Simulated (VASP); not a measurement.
# Al2SiF2: relaxation of cell and atoms with PBE

Al2SiF2:

```xyz
5
Lattice="-1.8647 1.8647 4.6934 1.8647 -1.8647 4.6934 1.8647 1.8647 -4.6934" Properties=species:S:1:pos:R:3 pbc="T T T"
Al    0.0000    0.0000    5.9001
Al    0.0000    0.0000    3.4867
Si    0.0000    0.0000    0.0000
F     0.0000    1.8647    2.3467
F     1.8647    0.0000    2.3467
```

The cell was built by a generator and needn't be a form met in nature.

```json
{
 "Program": "VASP 6.6.1",
 "Task": "relaxation of cell and atoms",
 "Functional": "PBE",
 "Potentials or basis": "VASP PAW PBE potentials, release 64 (Al, Si, F)",
 "Cutoff": "520 eV",
 "k mesh": "5 × 5 × 5",
 "Occupations": "gaussian, width 0.15 eV",
 "Spin": "no spin polarisation",
 "Further INCAR settings": "PREC = Normal; ALGO = Fast; EDIFF = 0.0001; IBRION = 2; EDIFFG = -0.08; NSW = 24; ISIF = 3"
}
```

- Relaxed volume: 12.41 Å³/atom
- Relaxed cell: a = 6.123 Å, b = 6.123 Å, c = 6.123 Å, α = 148.61°, β = 148.61°, γ = 44.99°
- Space group after relaxing (to 0.05 Å): I4/mmm (No. 139)
- Energy gained by relaxing: 332.8 meV/atom
- Ionic steps: 11
- Pressure after relaxing: 0.1 GPa
- Largest force after relaxing: 0.006 eV/Å
- Band gap on the k mesh: none (metal or under the smearing width)

Forces in eV/Å, atoms in the order of the input:
```
Al   0.000  0.000  0.006
Al   0.000  0.000 -0.006
Si   0.000  0.000  0.000
F    0.000  0.000  0.000
F    0.000  0.000  0.000
```

Stress tensor (GPa, compression positive):
```
0.03 0.00 0.00
0.00 0.03 0.00
0.00 0.00 0.37
```

The path:
```
step  energy change (eV)  largest force (eV/Å)  pressure (GPa)  volume (Å³)
   1              0.0000                0.2479            2.33        65.28
   2             -0.7413                0.8952           -1.45        66.81
   3             -1.3207                0.8023           -8.78        68.52
   4             -1.3738                0.9105           -6.07        68.10
   5             -1.4181                0.9613           -7.68        68.28
   6             -1.5198                0.2197            0.68        60.96
   7             -1.5940                0.5932           -3.52        63.70
   8             -1.6410                0.1507            3.29        60.61
   9             -1.6571                0.3534            1.03        61.65
  10             -1.6633                0.1241           -0.17        62.21
  11             -1.6642                0.0060            0.14        62.07
```

Final structure:
```
Al Si F
1.0
    -1.65626    1.65626    5.65687
     1.65626   -1.65626    5.65687
     1.65626    1.65626   -5.65687
Al Si F
2 1 2
Direct
  0.62550 0.62550 0.00000
  0.37450 0.37450 0.00000
  0.00000 0.00000 0.00000
  0.75000 0.25000 0.50000
  0.25000 0.75000 0.50000
```

Levels at points of the mesh, in eV from the Fermi level:
```tsv
k point	band 8	band 9	band 10	band 11	band 12	band 13	band 14	band 15	band 16
(0.00, 0.00, 0.00)	-5.89	-5.89	-3.13	0.40	0.47	0.47	2.64	4.00	4.26
```

It took 28 s on 2 MPI ranks on Intel(R) Xeon(R) 6975P-C (Granite Rapids), on a shared host, peak memory 0.17 GiB a rank.

Caveat: the k mesh is coarse (spacing up to 0.48 Å⁻¹), so the values aren't converged; the relaxation stopped at a loose force limit of 0.08 eV/Å, so its end isn't a converged minimum.
